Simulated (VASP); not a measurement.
Level of theory: PBE GGA, VASP's PBE PAW potentials (set 64) (plane waves; VASP 6.6.1).

The input files of a VASP run:

File POSCAR:
```
CeO2
1
    0.0000000000     2.7050000000     2.7050000000
    2.7050000000     0.0000000000     2.7050000000
    2.7050000000     2.7050000000     0.0000000000
Ce O
1 2
Direct
  0.0000000000   0.0000000000   0.0000000000
  0.2500000000   0.2500000000   0.2500000000
  0.7500000000   0.7500000000   0.7500000000
```

INCAR:
```
SYSTEM  =  CeO2
PREC  =  Accurate; ENCUT  =  675; LREAL  =  .False.
LASPH  =  .True.
EDIFF  =  1E-6; NELM  =  100; ALGO  =  Normal
LMAXMIX  =  6
ISMEAR  =  0; SIGMA  =  0.05
GGA  =  PE
ISIF  =  2
LWAVE  =  .False.; LCHARG  =  .False.
```

KPOINTS:
```
Regular mesh
0
Gamma
6 6 6
```

POTCAR, in this order: Ce O (PBE.64 set). Program: vasp_std.

**Question.** Estimate the energy per atom (σ→0), pressure.

**Answer.** 
- energy per atom (σ→0): -8.739 eV/atom
- pressure: 53.2 kbar

### OSZICAR
```
...
DAV:  13    -0.262192994124E+02    0.14752E-02   -0.97513E-02   776   0.312E+00    0.704E-01
DAV:  14    -0.262177545746E+02    0.15448E-02   -0.10299E-02   784   0.973E-01    0.302E-01
DAV:  15    -0.262175281028E+02    0.22647E-03   -0.45449E-03   712   0.633E-01    0.725E-02
DAV:  16    -0.262175019687E+02    0.26134E-04   -0.72040E-04   800   0.242E-01    0.467E-02
DAV:  17    -0.262174963596E+02    0.56091E-05   -0.30697E-05   744   0.542E-02    0.155E-02
DAV:  18    -0.262174933090E+02    0.30506E-05   -0.21730E-05   776   0.410E-02    0.274E-03
DAV:  19    -0.262174925895E+02    0.71948E-06   -0.22014E-06   424   0.160E-02
   1 F= -.26217493E+02 E0= -.26217493E+02  d E =-.197381E-11
```

The compound is CeO2 in the fluorite structure. The cell was not relaxed at this level. The run is one of a series of settings (ENCUT = 675 against the base run), some of them coarse on purpose. The run is not spin-polarised, so no magnetic state was tried.
